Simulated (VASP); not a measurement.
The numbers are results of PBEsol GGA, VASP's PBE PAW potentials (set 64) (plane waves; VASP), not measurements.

VASP input:

**POSCAR**
```
RuSi
1
    4.6869299071     0.0000000000     0.0000000000
   -0.0000000000     4.6869299071     0.0000000000
    0.0000000000    -0.0000000000     4.6869299071
Si Ru
4 4
Direct
  0.1616285518   0.3383714482   0.6616285518
  0.6616285518   0.1616285518   0.3383714482
  0.8383714482   0.8383714482   0.8383714482
  0.3383714482   0.6616285518   0.1616285518
  0.8686156567   0.6313843433   0.3686156567
  0.3686156567   0.8686156567   0.6313843433
  0.1313843433   0.1313843433   0.1313843433
  0.6313843433   0.3686156567   0.8686156567
```

**KPOINTS**
```
Automatic mesh
0
Gamma
5 5 5
0 0 0
```

INCAR:
```
SYSTEM = RuSi
PREC = Accurate
ENCUT = 400
EDIFF = 1E-7
NELM = 100
ALGO = Normal
LREAL = .FALSE.
LASPH = .TRUE.
ISMEAR = -5
GGA = PS
LMAXMIX = 4
LWAVE = .FALSE.
LCHARG = .TRUE.
LORBIT = 11
NEDOS = 601
ISIF = 2
```

POTCAR, in this order: Si Ru_pv (PBE.64 set). Program: vasp_std.

**Question.** Predict the energy per atom (σ→0).

**Answer.** 
The energy per atom (σ→0) is -8.661 eV/atom.

### OSZICAR
```
...
DAV:   9    -0.692911669774E+02    0.17428E-02   -0.17474E-02  1181   0.640E-01    0.469E-01
DAV:  10    -0.692904578407E+02    0.70914E-03   -0.26922E-03  1078   0.334E-01    0.131E-01
DAV:  11    -0.692904343970E+02    0.23444E-04   -0.26564E-04  1088   0.881E-02    0.574E-02
DAV:  12    -0.692904349280E+02   -0.53101E-06   -0.15506E-05  1105   0.225E-02    0.116E-02
DAV:  13    -0.692904325356E+02    0.23923E-05   -0.27380E-06  1113   0.983E-03    0.456E-03
DAV:  14    -0.692904323292E+02    0.20643E-06   -0.10415E-07   617   0.191E-03    0.109E-03
DAV:  15    -0.692904323685E+02   -0.39307E-07   -0.23658E-08   563   0.807E-04
   1 F= -.69290432E+02 E0= -.69290432E+02  d E =0.000000E+00
```

The compound is RuSi in the B20 structure. It was relaxed first.
